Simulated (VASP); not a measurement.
An input for Quantum ESPRESSO's pw.x (written as the equivalent of a VASP run, and not itself run):

```
&CONTROL
  calculation = 'relax'
  pseudo_dir = './pseudo'
  outdir = './out'
  tprnfor = .true.
  tstress = .true.
  nstep = 30
  forc_conv_thr = 3.9e-05
/
&SYSTEM
  ibrav = 0
  nat = 1
  ntyp = 1
  ecutwfc = 68
  occupations = 'smearing'
  smearing = 'gaussian'
  degauss = 0.003675
  input_dft = 'pbesol'
/
&ELECTRONS
  conv_thr = 7.3e-10
  electron_maxstep = 100
/
&IONS
/
ATOMIC_SPECIES
  Sr 87.620 Sr.upf
CELL_PARAMETERS angstrom
     0.0000000    2.9547328    2.9547328
     2.9547328    0.0000000    2.9547328
     2.9547328    2.9547328   -0.0000000
ATOMIC_POSITIONS crystal
  Sr   0.0000000  0.0000000  0.0000000
K_POINTS automatic
  7 7 7 0 0 0
```

### Question
Translate this input to VASP (INCAR, KPOINTS, POSCAR, choice of POTCAR).

### Answer
This is not unique; one that fits is 
**POSCAR**
```
Sr
1
    0.0000000000     2.9547327825     2.9547327825
    2.9547327825     0.0000000000     2.9547327825
    2.9547327825     2.9547327825    -0.0000000000
Sr
1
Direct
  0.0000000000   0.0000000000   0.0000000000
```

**INCAR**
```
GGA = PS   ! PBEsol
LASPH = T
ISMEAR = 0   ! Gaussian
ENCUT = 400   ! plane-wave cut-off (eV)
LREAL = F
EDIFFG = -0.001   ! ionic stop
LMAXMIX = 4
NSW = 30   ! most ionic steps
LCHARG = F
LWAVE = F
EDIFF = 1E-8   ! SCF stop (eV)
PREC = Accurate
ISIF = 2   ! forces and stress, cell fixed
IBRION = 1   ! quasi-Newton
NELM = 100   ! most electronic steps
SYSTEM = Sr
ALGO = Normal
SIGMA = 0.05   ! width (eV)
```

File KPOINTS:
```
Automatic mesh
0
Gamma
7 7 7
0 0 0
```

POTCAR, in this order: Sr_sv (PBE.64 set). Program: vasp_std.

What does not carry over: the potentials are each code's own (VASP's PAW set, PseudoDojo norm-conserving files in pw.x), so ENCUT and ecutwfc are chosen apart and not converted; conv_thr bounds pw.x's estimated SCF error, while EDIFF bounds the energy change between steps; forc_conv_thr acts on force components and is met together with etot_conv_thr.

The compound is Sr in the fcc structure. It was relaxed first, which changed the volume by -8 %. The start is the result of an earlier pass.
